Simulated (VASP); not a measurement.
Ru: single point with PBE

Crystal: Ru.

```xyz
2
Lattice="2.7190 0.0000 0.0000 -1.3595 2.3547 0.0000 0.0000 0.0000 4.2968" Properties=species:S:1:pos:R:3 pbc="T T T"
Ru    0.0000    1.5698    1.0742
Ru    1.3595    0.7849    3.2226
```

- Program: VASP 6.6.1
- Task: single point
- Functional: PBE
- Potentials or basis: VASP PAW PBE potentials, release 64 (Ru_pv)
- Cutoff: 450 eV
- k mesh: 18 × 18 × 10
- Occupations: methfessel-paxton, width 0.1 eV
- Spin: no spin polarisation

* Pressure: 0.0 GPa
* Band gap on the k mesh: none (metal or under the smearing width)

Levels at points of the mesh, in eV from the Fermi level:
| k point | band 12 | band 13 | band 14 | band 15 | band 16 | band 17 |
| --- | --- | --- | --- | --- | --- | --- |
| (0.00, 0.00, 0.00) | -1.86 | -1.86 | -1.36 | -1.36 | 1.17 | 1.17 |
| (0.50, 0.00, 0.00) | -1.76 | -1.47 | 1.40 | 1.81 | 1.89 | 4.00 |
| (0.00, 0.00, 0.50) | -2.70 | -2.65 | -2.65 | 0.54 | 0.54 | 0.54 |
| (0.50, 0.00, 0.50) | -1.03 | 0.45 | 0.45 | 1.65 | 1.65 | 3.36 |

Wall time 11 s on 4 MPI ranks on Intel(R) Xeon(R) 6975P-C (Granite Rapids) (shared host), peak memory 0.18 GiB a rank.
